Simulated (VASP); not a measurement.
Given:

```
AlNi
1.0
    2.96561     0.00000     0.00000
    0.00000     2.94785     0.00000
    0.00000     0.00000     2.91001
Al Ni
1 1
Cartesian
  1.48280   1.47393   1.45501
  0.02810   0.00000   0.00000
```

Calculation: PBE GGA, VASP's PBE PAW potentials (set 64) (plane waves; VASP 6.6.1). Numerical set-up: 800 eV cut-off, 11×11×11 Γ-centred mesh, first-order Methfessel-Paxton smearing of 0.10 eV, potentials Al_sv_GW Ni.

Task: Give the force on each atom (eV/Å).

Result: 
```csv
atom,Fx,Fy,Fz
Al1,0.130,0.000,0.000
Ni2,-0.130,0.000,0.000
```

Task: Give the stress tensor in GPa (positive for a compressed cell).

Result: 
```
-7.50   0.00   0.00
 0.00  -7.21   0.00
 0.00   0.00  -6.43
```
The pressure is its mean diagonal, -7.05 GPa.

The compound is NiAl in the CsCl type structure. The cell was not relaxed at this level, atoms are displaced from their ideal sites. The run is one of a series of settings (ENCUT = 800, POTCAR Al_sv_GW Ni (PBE.64 set) against the base run), some of them coarse on purpose. The run is not spin-polarised, so no magnetic state was tried. The electron count is odd and the run is not spin-polarised, which forces a metal.
